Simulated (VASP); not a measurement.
Computed with PBE GGA with D4 dispersion, VASP's PBE PAW potentials (set 64) (plane waves; VASP).

The input files of a VASP run:

File POSCAR:
```
CdSe
1.0
  0.0000000000   3.0622540850   3.0622540850
  3.0622540850   0.0000000000   3.0622540850
  3.0622540850   3.0622540850   0.0000000000
Cd Se
1 1
Cartesian
  0.0000000000   0.0000000000   0.0000000000
  1.5311270425   1.5311270425   1.5311270425
```

INCAR:
```
SYSTEM = CdSe
PREC = Accurate
ENCUT = 520
EDIFF = 1E-7
NELM = 100
ALGO = Normal
LREAL = .FALSE.
LASPH = .TRUE.
ISMEAR = -5
GGA = PE
IVDW = 13
LMAXMIX = 4
LWAVE = .FALSE.
LCHARG = .TRUE.
LORBIT = 11
NEDOS = 601
ISIF = 2
```

**KPOINTS**
```
K-points
0
G
  8 8 8
```

POTCAR, in this order: Cd Se (PBE.64 set). Program: vasp_std.

The resulting files:

**OSZICAR**
```
       N       E                     dE             d eps       ncg     rms          rms(c)
DAV:   1     0.109393483344E+03    0.10939E+03   -0.89472E+03   762   0.124E+03
DAV:   2    -0.113563755312E+01   -0.11053E+03   -0.10606E+03   894   0.290E+02
DAV:   3    -0.583954509852E+01   -0.47039E+01   -0.46930E+01   874   0.619E+01
DAV:   4    -0.586331130933E+01   -0.23766E-01   -0.23765E-01   834   0.457E+00
DAV:   5    -0.586345691782E+01   -0.14561E-03   -0.14561E-03   869   0.322E-01    0.622E+00
DAV:   6    -0.550534854020E+01    0.35811E+00   -0.67488E-01   990   0.107E+01    0.486E+00
DAV:   7    -0.548437635111E+01    0.20972E-01   -0.16406E-01   804   0.308E+00    0.211E+00
DAV:   8    -0.548520438537E+01   -0.82803E-03   -0.14973E-02   789   0.182E+00    0.244E-01
DAV:   9    -0.548533514020E+01   -0.13075E-03   -0.20369E-03   869   0.679E-01    0.504E-02
DAV:  10    -0.548540547213E+01   -0.70332E-04   -0.23054E-04   794   0.222E-01    0.454E-02
DAV:  11    -0.548545179394E+01   -0.46322E-04   -0.81242E-05   769   0.714E-02    0.135E-02
DAV:  12    -0.548545083084E+01    0.96310E-06   -0.72380E-06   864   0.401E-02    0.503E-03
DAV:  13    -0.548545143592E+01   -0.60508E-06   -0.22563E-06   769   0.129E-02    0.288E-03
DAV:  14    -0.548545145761E+01   -0.21691E-07   -0.56420E-08   632   0.182E-03
   1 F= -.61174718E+01 E0= -.61174718E+01  d E =0.000000E+00
```

File OUTCAR:
```
------------------------ aborting loop because EDIFF is reached ----------------------------------------
  Edisp (eV):   -0.63202
  FORCE on cell =-STRESS in cart. coord.  units (eV):
  Direction    XX          YY          ZZ          XY          YZ          ZX
  --------------------------------------------------------------------------------------
  Total       0.00297     0.00297     0.00297    -0.00000     0.00000    -0.00000
  in kB       0.08274     0.08274     0.08274    -0.00000     0.00000    -0.00000
  external pressure =        0.08 kB  Pullay stress =        0.00 kB
  volume of cell :       57.43
      direct lattice vectors                 reciprocal lattice vectors
     0.000000000  3.062254085  3.062254085    -0.163278417  0.163278417  0.163278417
     3.062254085  0.000000000  3.062254085     0.163278417 -0.163278417  0.163278417
     3.062254085  3.062254085  0.000000000     0.163278417  0.163278417 -0.163278417
  FREE ENERGIE OF THE ION-ELECTRON SYSTEM (eV)
  ---------------------------------------------------
  free  energy   TOTEN  =        -6.1174717597 eV

  energy  without entropy=       -6.1174717597  energy(sigma->0) =       -6.11747176

 total charge

# of ion       s       p       d       tot
------------------------------------------
    1        0.442   0.304   9.554  10.300
    2        1.444   2.386   0.021   3.851
--------------------------------------------------
tot          1.887   2.689   9.575  14.151
```
(Selected blocks of OUTCAR.)

File OUTCAR:
```
 val. band max:        0.7793922691   @ k =   0.0000   0.0000   0.0000

 cond. band min:       1.3455576763   @ k =   0.0000   0.0000   0.0000


 Fermi energy:         0.7852740476

 k-point     1 :       0.0000    0.0000    0.0000
  band No.  band energies     occupation
      1     -11.6999      2.00000
      2      -7.0871      2.00000
      3      -7.0871      2.00000
      4      -7.0871      2.00000
      5      -6.7345      2.00000
      6      -6.7345      2.00000
      7       0.7794      2.00000
      8       0.7794      2.00000
      9       0.7794      2.00000
     10       1.3456      0.00000
     11       6.7137      0.00000
     12       6.7137      0.00000
     13       6.7137      0.00000

 k-point     2 :       0.1250    0.0000    0.0000
  band No.  band energies     occupation
      1     -11.6487      2.00000
      2      -7.0708      2.00000
      3      -7.0708      2.00000
      4      -7.0402      2.00000
      5      -6.7353      2.00000
      6      -6.7353      2.00000
      7      -0.4161      2.00000
      8       0.6590      2.00000
      9       0.6590      2.00000
     10       2.3434      0.00000
     11       6.4998      0.00000
     12       6.9113      0.00000
     13       6.9113      0.00000

 k-point     3 :       0.2500    0.0000    0.0000
  band No.  band energies     occupation
      1     -11.5240      2.00000
      2      -7.0354      2.00000
      3      -7.0354      2.00000
      4      -6.8828      2.00000
      5      -6.7324      2.00000
      6      -6.7324      2.00000
      7      -1.8350      2.00000
      8       0.3930      2.00000
      9       0.3930      2.00000
     10       3.0408      0.00000
     11       6.7154      0.00000
     12       7.2211      0.00000
     13       7.2211      0.00000

 k-point     4 :       0.3750    0.0000    0.0000
  band No.  band energies     occupation
      1     -11.3978      2.00000
      2      -7.0072      2.00000
      3      -7.0072      2.00000
...
```

The compound is CdSe in the zinc blende structure, whereas wurtzite is the usual form. It was relaxed first.
